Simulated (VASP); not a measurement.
Here is the system:

```xyz
3
Lattice="1.9053 -3.3000 0.0000 1.9053 3.3000 0.0000 0.0000 0.0000 6.8963" Properties=species:S:1:pos:R:3 pbc="T T T"
Zr     1.9053     3.3000     0.0000
Se     1.9053     1.1000     1.5769
Se     1.9053    -1.1000     5.3193
```

Computed with PBE GGA, VASP's PBE PAW potentials (set 64) (plane waves; VASP). Settings: 520 eV cut-off, 6×6×4 Γ-centred mesh, Gaussian smearing of 0.050 eV, potentials Zr_sv Se.

Without a dispersion term in the relaxation, distances and binding between the weakly bound layers, chains or molecules are unreliable, and so is what depends on them.

### Question
What does the run give for the energy per atom (σ→0), band gap (on the k-mesh) with the smallest direct gap where there is one?

### Answer

```
Property                                     Result
-----------------------------------  --------------
band gap (on the k-mesh)                    0.44 eV
smallest direct gap (on the k-mesh)         1.11 eV
energy per atom (σ→0)                -6.528 eV/atom
```

The absolute energy has meaning only against runs of the same code, potentials and settings.

The compound is ZrSe2 in the 1T layered structure. It was relaxed first, which changed the volume by +15 %.
